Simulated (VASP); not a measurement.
A run of VASP 6.6.1:

File INCAR:

```
SYSTEM = HgPd
PREC = Accurate
ENCUT = 520
EDIFF = 1E-6
ISMEAR = 0
SIGMA = 0.1
LREAL = .False.
LASPH = .True.
NELM = 80
ALGO = Normal
ISIF = 2
LWAVE = .False.
LCHARG = .False.
GGA = PS
NBANDS = 18
```

KPOINTS

```
Automatic mesh
0
Gamma
  6 6 6
  0 0 0
```

POSCAR

```
HgPd
1.0
    3.0260000000      0.0000000000      0.0000000000
    0.0000000000      3.0260000000      0.0000000000
    0.0000000000      0.0000000000      3.7020000000
Hg Pd
1 1
Direct
    0.0000000000      0.0000000000      0.0000000000
    0.5000000000      0.5000000000      0.5000000000
```

Potentials or basis: VASP PAW PBE potentials, release 64 (Hg, Pd).

Command:

```console
$ cat potpaw_PBE.64/Hg/POTCAR potpaw_PBE.64/Pd/POTCAR > POTCAR
$ mpirun -np 1 vasp_std > vasp.out
```

Hardware: 1 thread of AMD EPYC 7571, with other jobs on the host.

Problem. Estimate the wall time of this run.

Solution. It took 33 s on 1 thread of AMD EPYC 7571 (shared host), peak memory 0.13 GiB. Counts: scf iterations 12, k points 40.
